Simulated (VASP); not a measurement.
# Rb2Si2S (P-3m1) in VASP: single point with PBE

Aim: the single point of Rb2Si2S with PBE.

Program: VASP 6.6.1. These are calculated values, not measurements. Logs are shortened: lines on timing, memory, paths and dates and some standing lists are left out, and cuts for length are marked.

## Step 1: The cell of the first run

Symmetry: P-3m1, No. 164, trigonal system. Conventional cell: a = 4.043 Å, b = 4.043 Å, c = 11.376 Å, α = 90.00°, β = 90.00°, γ = 120.00°. Around Rb (site symmetry 3m) lie 3 S at 3.12 Å. Si (site symmetry 3m) is surrounded by 3 Si at 2.39 Å. S (site symmetry -3m) has 6 Rb at 3.12 Å as nearest neighbours.

The cell was built by a generator and needn't be a form met in nature.

## Step 2: Single point, PBE (species swapped into the EuMg2Bi2 type (P-3m1, No. 164))

Contents of INCAR:

```
PREC     = Accurate       # precision mode
ENCUT    = 520            # plane-wave cutoff, eV
EDIFF    = 1E-6           # SCF threshold, eV
ISMEAR   = 0              # smearing method
SIGMA    = 0.1            # smearing width, eV
LREAL    = False          # projectors in reciprocal space
LASPH    = True           # aspherical terms in the spheres
NELM     = 100            # most SCF steps
ALGO     = Fast           # electronic algorithm
ISIF     = 2              # what is computed and relaxed
LWAVE    = False          # write WAVECAR
LCHARG   = True           # write CHGCAR
GGA      = PE             # functional
LELF     = True           # ELF
LVHAR    = True         
NBANDS   = 24             # bands
```

Contents of KPOINTS:

```
regular mesh
0
Gamma
  12 12 4
```

Contents of POSCAR:

```
Rb2Si2S
1.0
    4.0427600062      0.0000000000      0.0000000000
   -2.0213800031      3.5011328668      0.0000000000
    0.0000000000      0.0000000000     11.3758405364
Rb Si S
2 2 1
Direct
    0.6666666667      0.3333333333      0.1820713477
    0.3333333333      0.6666666667      0.8179286523
    0.6666666667      0.3333333333      0.5225285162
    0.3333333333      0.6666666667      0.4774714838
    0.0000000000      0.0000000000      0.0000000000
```

Potentials or basis: VASP PAW PBE potentials, release 64 (Rb_sv, Si, S).

The run is started by

```sh
$ cat potpaw_PBE.64/Rb_sv/POTCAR potpaw_PBE.64/Si/POTCAR potpaw_PBE.64/S/POTCAR > POTCAR
$ mpirun -np 1 vasp_std > vasp.out
```

OUTCAR:

```text
PREC = Accurate
   ENCUT = 520
   EDIFF = 1E-6
   ISMEAR = 0
   LREAL = False
   LASPH = True
   NELM = 100
   ISIF = 2
   GGA = PE

 ion  position               nearest neighbor table
   1  0.667  0.333  0.182-   5 3.12   5 3.12   5 3.12   3 3.87   4 4.09   4 4.09   4 4.09   2 4.75
                             2 4.75   2 4.75
   2  0.333  0.667  0.818-   5 3.12   5 3.12   5 3.12   4 3.87   3 4.09   3 4.09   3 4.09   1 4.75
                             1 4.75   1 4.75
   3  0.667  0.333  0.523-   4 2.39   4 2.39   4 2.39   1 3.87   2 4.09   2 4.09   2 4.09
   4  0.333  0.667  0.477-   3 2.39   3 2.39   3 2.39   2 3.87   1 4.09   1 4.09   1 4.09
   5  0.000  0.000  0.000-   1 3.12   2 3.12   1 3.12   2 3.12   1 3.12   2 3.12

  LATTYP: Found a hexagonal cell.
 ALAT       =     4.0427600062
 C/A-ratio  =     2.8138797552

  Lattice vectors:

 A1 = (   4.0427600062,   0.0000000000,   0.0000000000)
 A2 = (  -2.0213800031,   3.5011328668,   0.0000000000)
 A3 = (   0.0000000000,   0.0000000000,  11.3758405364)

Analysis of symmetry for initial positions (statically):
=====================================================================
 Subroutine PRICEL returns:
 Original cell was already a primitive cell.

 Routine SETGRP: Setting up the symmetry group for a
 hexagonal supercell.

 Subroutine GETGRP returns: Found 12 space group operations
 (whereof 12 operations were pure point group operations)
 out of a pool of 24 trial point group operations.

The static configuration has the point symmetry D_3d.

Analysis of symmetry for dynamics (positions and initial velocities):
=====================================================================
 Subroutine PRICEL returns:
 Original cell was already a primitive cell.

 Routine SETGRP: Setting up the symmetry group for a
 hexagonal supercell.

 Subroutine GETGRP returns: Found 12 space group operations
 (whereof 12 operations were pure point group operations)
 out of a pool of 24 trial point group operations.

The dynamic configuration has the point symmetry D_3d.

 Subroutine INISYM returns: Found 12 space group operations
 (whereof 12 operations are pure point group operations),
 and found     1 'primitive' translations

----------------------------------------------------------------------------------------

                                     Primitive cell

  volume of cell :     161.0164

  direct lattice vectors                    reciprocal lattice vectors
     4.042760006  0.000000000  0.000000000     0.247355766  0.142810918  0.000000000
    -2.021380003  3.501132867  0.000000000     0.000000000  0.285621837  0.000000000
     0.000000000  0.000000000 11.375840536     0.000000000  0.000000000  0.087905592

  length of vectors
     4.042760006  4.042760006 11.375840536     0.285621837  0.285621837  0.087905592

  position of ions in fractional coordinates (direct lattice)
     0.666666667  0.333333333  0.182071348
     0.333333333  0.666666667  0.817928652
     0.666666667  0.333333333  0.522528516
     0.333333333  0.666666667  0.477471484
     0.000000000  0.000000000  0.000000000

  ion indices of the primitive-cell ions
   primitive index   ion index
                 1           1
                 2           2
                 3           3
                 4           4
                 5           5

----------------------------------------------------------------------------------------

 KPOINTS: regular mesh

Automatic generation of k-mesh.
 Grid dimensions read from file:
 generate k-points for:   12   12    4

 Generating k-lattice:

  Cartesian coordinates                     Fractional coordinates (reciprocal lattice)
     0.020612981  0.011900910  0.000000000     0.083333333  0.000000000  0.000000000
     0.000000000  0.023801820  0.000000000     0.000000000  0.083333333  0.000000000
     0.000000000  0.000000000  0.021976398     0.000000000  0.000000000  0.250000000

  Length of vectors
     0.023801820  0.023801820  0.021976398

  Shift w.r.t. Gamma in fractional coordinates (k-lattice)
     0.000000000  0.000000000  0.000000000

 Subroutine IBZKPT returns following result:
 ===========================================

 Found     69 irreducible k-points:

 Following reciprocal coordinates:
            Coordinates               Weight
  0.000000  0.000000  0.000000      1.000000
  0.083333  0.000000  0.000000      6.000000
  0.166667  0.000000  0.000000      6.000000
  0.250000  0.000000  0.000000      6.000000
  0.333333  0.000000  0.000000      6.000000
  0.416667  0.000000  0.000000      6.000000
[... 16 lines left out ...]
  0.166667  0.000000  0.250000      6.000000
  0.000000  0.166667  0.250000      6.000000
 [... further k-points ...]
   k-points           NKPTS =     69   k-points in BZ     NKDIM =     69   number of bands    NBANDS=     24
   number of dos      NEDOS =    301   number of ions     NIONS =      5
   total plane-waves  NPLWV =  81000
   dimension x,y,z NGX =    30 NGY =   30 NGZ =   90
   dimension x,y,z NGXF=    60 NGYF=   60 NGZF=  180
   ions per type =               2   2   1
   NGX,Y,Z   is equivalent  to a cutoff of  12.34, 12.34, 13.15 a.u.
   NGXF,Y,Z  is equivalent  to a cutoff of  24.67, 24.67, 26.31 a.u.
 SYSTEM =  unknown system
   PREC   = accura    normal or accurate (medium, high low for compatibility)
   ISTART =      0    job   : 0-new  1-cont  2-samecut
   ICHARG =      2    charge: 1-file 2-atom 10-const
   ISPIN  =      1    spin polarized calculation?
   LNONCOLLINEAR =      F non collinear calculations
   LSORBIT =      F    spin-orbit coupling
   LASPH  =      T    aspherical Exc in radial PAW
   ENCUT  =  520.0 eV  38.22 Ry    6.18 a.u.   7.52  7.52 21.15*2*pi/ulx,y,z
   NELM   =    100;   NELMIN=  2; NELMDL= -5     # of ELM steps
   EDIFF  = 0.1E-05   stopping-criterion for ELM
   LREAL  =      F    real-space projection
   EDIFFG = 0.1E-04   stopping-criterion for IOM
   NSW    =      0    number of steps for IOM
   IBRION =     -1    ionic relax: 0-MD 1-quasi-New 2-CG
   NFREE  =      0    steps in history (QN), initial steepest desc. (CG)
   ISIF   =      2    stress and relaxation
   ISYM   =      2    0-nonsym 1-usesym 2-fastsym
   POTIM  = 0.5000    time-step for ionic-motion
   TEBEG  =    0.0;   TEEND  =   0.0 temperature during run
   PSTRESS=    0.0 pullay stress
   NELECT =      32.0000    total number of electrons
   NUPDOWN=      -1.0000    fix difference up-down
   EMIN   =  10.00;   EMAX   =-10.00  energy-range for DOS
   EFERMI =   0.00;   METHOD = LEGACY
   ISMEAR =     0;   SIGMA  =   0.10  broadening in eV -4-tet -1-fermi 0-gaus
   EFERMI_NEDOS =   21; number of points for ismear=-14 and -15
   IALGO  =     68    algorithm
   IMIX   =      4    mixing-type and parameters
     AMIX     =   0.40;   BMIX     =  1.00
     AMIX_MAG =   1.60;   BMIX_MAG =  1.00
  volume/ion in A,a.u.               =      32.20       217.32
  Fermi-wavevector in a.u.,A,eV,Ry     =   0.955362  1.805373 12.418273  0.912717
  Thomas-Fermi vector in A             =   2.084193
   LORBIT       =      0    0 simple, 1 ext, 2 COOP (PROOUT), +10 PAW based schemes
   GGA     = PE    functional components
   LHFCALC =     F    Hartree Fock is set to
   AEXX    =    0.0000 exact exchange contribution
   IVDW    =     0    specifies the selected vdW correction
   LEPSILON=     F    determine dielectric tensor
   LRPA    =     F    only Hartree local field effects (RPA)
 non-spin polarized calculation
 RMM-DIIS sequential band-by-band and
 Gauss-broadening in eV      SIGMA  =   0.10
  energy-cutoff  :      520.00
  volume of cell :      161.02
 maximum number of plane-waves:      4375
   NGX = 15   NGY = 15   NGZ = 43

 number of electron      32.0000001 magnetization

 Free energy of the ion-electron system (eV)
  ---------------------------------------------------
  ext. energy  EPLUGINS =         0.00000000
  ---------------------------------------------------
  free energy    TOTEN  =       -17.69851705 eV

  energy without entropy =      -17.67894197  energy(sigma->0) =      -17.68872951

 E-fermi :   1.8350     XC(G=0):  -7.8676

 val. band max:        1.8332566709   @ k =   0.1667   0.0833   0.5000
 cond. band min:       1.8368897811   @ k =   0.1667   0.0833   0.2500
 fundamental gap:      0.0036331102
 Fermi energy:         1.8350320848

 k-point     1 :       0.0000    0.0000    0.0000
  band No.  band energies     occupation
      1     -24.7598      2.00000
      2     -24.7529      2.00000
      3      -9.7852      2.00000
      4      -8.9717      2.00000
      5      -8.8503      2.00000
      6      -8.6809      2.00000
[... 16 lines left out ...]
     23       7.2267      0.00000
     24       8.0000      0.00000

 k-point     2 :       0.0833    0.0000    0.0000
  band No.  band energies     occupation
      1     -24.7563      2.00000
      2     -24.7497      2.00000
      3      -9.7615      2.00000
      4      -8.9319      2.00000
      5      -8.8429      2.00000
      6      -8.7257      2.00000
[... 16 lines left out ...]
     23       7.0151      0.00000
     24       7.7437      0.00000

 k-point     3 :       0.1667    0.0000    0.0000
  band No.  band energies     occupation
      1     -24.7466      2.00000
      2     -24.7407      2.00000
      3      -9.7033      2.00000
      4      -8.9254      2.00000
      5      -8.8435      2.00000
      6      -8.8225      2.00000
[... 16 lines left out ...]
     23       6.7468      0.00000
     24       7.2653      0.00000
[... 514 lines left out ...]
 k-point    23 :       0.1667    0.0000    0.2500
  band No.  band energies     occupation
      1     -24.7466      2.00000
      2     -24.7407      2.00000
      3      -9.6955      2.00000
      4      -8.9677      2.00000
      5      -8.8490      2.00000
      6      -8.8359      2.00000
[... 16 lines left out ...]
     23       6.7475      0.00000
     24       7.8184      0.00000

 k-point    24 :       0.0000    0.1667    0.2500
  band No.  band energies     occupation
      1     -24.7466      2.00000
      2     -24.7407      2.00000
      3      -9.6942      2.00000
      4      -8.9836      2.00000
      5      -8.8441      2.00000
      6      -8.8281      2.00000
[... 16 lines left out ...]
     23       6.8394      0.00000
     24       7.4908      0.00000

 [... further k-points ...]

------------------------ aborting loop because EDIFF is reached ----------------------------------------

  FORCE on cell =-STRESS in cart. coord.  units (eV):
  Direction    XX          YY          ZZ          XY          YZ          ZX
  --------------------------------------------------------------------------------------
  -------------------------------------------------------------------------------------
  Total        0.0050445      0.0050445      0.0248801      0.0000000      0.0000000      0.0000000
  in kB        0.0501945      0.0501945      0.2475671      0.0000000      0.0000000      0.0000000
  external PRESSURE =       0.1159854 kB  Pullay stress =       0.0000000 kB

 VOLUME and BASIS-vectors are now :
 -----------------------------------------------------------------------------
  energy-cutoff  :      520.00
  volume of cell :      161.02
      direct lattice vectors                 reciprocal lattice vectors
     4.042760006  0.000000000  0.000000000     0.247355766  0.142810918  0.000000000
    -2.021380003  3.501132867  0.000000000     0.000000000  0.285621837  0.000000000
     0.000000000  0.000000000 11.375840536     0.000000000  0.000000000  0.087905592

 POSITION                                       TOTAL-FORCE (eV/Angst)
 -----------------------------------------------------------------------------------
      2.02138      1.16704      2.07121         0.000000     -0.000000      0.011208
     -0.00000      2.33409      9.30463        -0.000000      0.000000     -0.011208
      2.02138      1.16704      5.94420        -0.000000     -0.000000     -0.003946
     -0.00000      2.33409      5.43164        -0.000000      0.000000      0.003946
      0.00000      0.00000      0.00000        -0.000000      0.000000      0.000000
 -----------------------------------------------------------------------------------
    total drift:                                0.000000      0.000000      0.000000

  FREE ENERGIE OF THE ION-ELECTRON SYSTEM (eV)
  ---------------------------------------------------
  free  energy   TOTEN  =       -17.6985170477 eV

  energy  without entropy=      -17.6789419745  energy(sigma->0) =      -17.68872951
```

Run time: 16 min. Hardware: 1 thread of Intel Xeon Platinum 8259CL at 2.50GHz (Skylake/Cascade Lake), shared host; peak memory 0.43 GiB.

What came out:

| Property | Result |
| --- | --- |
| Free energy | -17.6985 eV |
| Pressure | 0.0 GPa |
| Largest force | 0.011 eV/Å |
| Band gap on the k mesh | none (metal or under the smearing width) |

Forces on the atoms (eV/Å):
```
Rb   0.000  0.000  0.011
Rb   0.000  0.000 -0.011
Si   0.000  0.000 -0.004
Si   0.000  0.000  0.004
S    0.000  0.000  0.000
```
